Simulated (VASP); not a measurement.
Be3CdTe4:

```
Be Cd Te
1.0
    -3.99925    3.99925    3.30798
     3.99925   -3.99925    3.30798
     3.99925    3.99925   -3.30798
Be Cd Te
3 1 4
Direct
  0.75000 0.25000 0.50000
  0.25000 0.75000 0.50000
  0.50000 0.50000 0.00000
  0.00000 0.00000 0.00000
  0.50000 0.77390 0.27390
  0.50000 0.22610 0.72610
  0.77390 0.50000 0.27390
  0.22610 0.50000 0.72610
```

The cell was built by a generator and needn't be a form met in nature.

- Program: VASP 6.6.1
- Task: relaxation of cell and atoms
- Functional: PBE
- Potentials or basis: VASP PAW PBE potentials, release 64 (Be, Cd, Te)
- Cutoff: 520 eV
- k mesh: 3 × 3 × 3
- Occupations: gaussian, width 0.15 eV
- Spin: no spin polarisation

At the start: pressure 7.8 GPa; volume 26.45 Å³/atom.

Question: How do energy, volume and symmetry change on relaxing?

Answer: Over 10 steps the energy falls by 231.9 meV/atom and the volume is 30.76 Å³/atom (+16.3 %); space group I4/mmm (No. 139, to 0.05 Å).

The path:
| step | energy change (eV) | largest force (eV/Å) | pressure (GPa) | volume (Å³) |
| --- | --- | --- | --- | --- |
| 1 | 0.0000 | 3.6293 | 7.78 | 211.63 |
| 2 | -1.7461 | 0.2530 | -1.16 | 252.87 |
| 3 | -1.8189 | 0.1641 | -0.24 | 243.85 |
| 4 | -1.8183 | 0.2020 | -0.17 | 243.18 |
| 5 | -1.8266 | 0.1283 | 0.15 | 241.81 |
| 6 | -1.8308 | 0.0395 | 0.45 | 240.14 |
| 7 | -1.8373 | 0.0238 | 0.29 | 241.04 |
| 8 | -1.8510 | 0.0216 | 0.08 | 243.72 |
| 9 | -1.8498 | 0.1052 | -0.42 | 248.97 |
| 10 | -1.8554 | 0.0543 | -0.13 | 246.05 |

Final structure:
```
CELL_PARAMETERS angstrom
-4.22685 4.22685 3.44298
4.22685 -4.22685 3.44298
4.22685 4.22685 -3.44298
ATOMIC_POSITIONS crystal
Be 0.75000 0.25000 0.50000
Be 0.25000 0.75000 0.50000
Be 0.50000 0.50000 0.00000
Cd 0.00000 0.00000 0.00000
Te 0.50000 0.79778 0.29778
Te 0.50000 0.20222 0.70222
Te 0.79778 0.50000 0.29778
Te 0.20222 0.50000 0.70222
```

Caveat: the k mesh is coarse (spacing up to 0.41 Å⁻¹), so the values aren't converged; the volume moved by over 15 % at a fixed basis, so the end points are rough.
